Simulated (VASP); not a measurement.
Here is the system:

```
WO6Te
1.0
    0.00000     3.76700     3.76700
    3.76700     0.00000     3.76700
    3.76700     3.76700     0.00000
Te W O
1 1 6
Cartesian
  3.76700   3.76700   3.76700
  0.00000   0.00000   0.00000
  3.76700   3.76700   5.65037
  3.76700   3.76700   1.88363
  5.65037   3.76700   3.76700
  1.88363   3.76700   3.76700
  3.76700   5.65037   3.76700
  3.76700   1.88363   3.76700
```

Method: LDA (Ceperley-Alder, Perdew-Zunger), VASP's LDA PAW potentials (set 64) (plane waves; VASP). Run with 520 eV cut-off, Gaussian smearing of 0.050 eV, potentials Te W_sv O.

Unless said otherwise, spin-orbit coupling is left out, though it shifts the bands of the heavy elements here.

**Question.** Give the energies of bands 19 to 32 at the high-symmetry points, in eV from the valence-band maximum.

**Answer.** 
| band | Γ | X | U | L | W |
|---|---|---|---|---|---|
| 19 | -5.00 | -3.76 | -3.82 | -3.10 | -3.76 |
| 20 | -1.50 | -2.73 | -2.53 | -3.10 | -2.33 |
| 21 | -1.50 | -2.17 | -2.18 | -2.52 | -2.33 |
| 22 | -1.50 | -2.17 | -2.16 | -2.52 | -2.00 |
| 23 | -1.32 | -1.95 | -2.15 | -1.25 | -1.95 |
| 24 | -1.32 | -1.95 | -2.06 | -1.25 | -1.90 |
| 25 | -1.32 | -1.65 | -1.59 | -0.87 | -1.90 |
| 26 | 0.00 | -1.39 | -1.25 | -0.87 | -1.82 |
| 27 | 0.00 | -1.39 | -1.12 | -0.74 | -0.64 |
| 28 | 0.00 | -0.01 | -0.30 | -0.66 | -0.64 |
| 29 | 2.73 | 1.74 | 2.52 | 2.75 | 2.74 |
| 30 | 2.73 | 2.76 | 3.07 | 3.32 | 3.39 |
| 31 | 2.73 | 4.09 | 3.81 | 3.32 | 3.39 |
| 32 | 3.11 | 4.09 | 3.94 | 4.82 | 4.09 |

The gap is indirect, 1.74 eV, from the valence maximum at Γ to the conduction minimum at X.

The structure comes from a computed database's TeWO6 entry (Fm-3m); how it stands against other phases isn't given here. It was relaxed first.
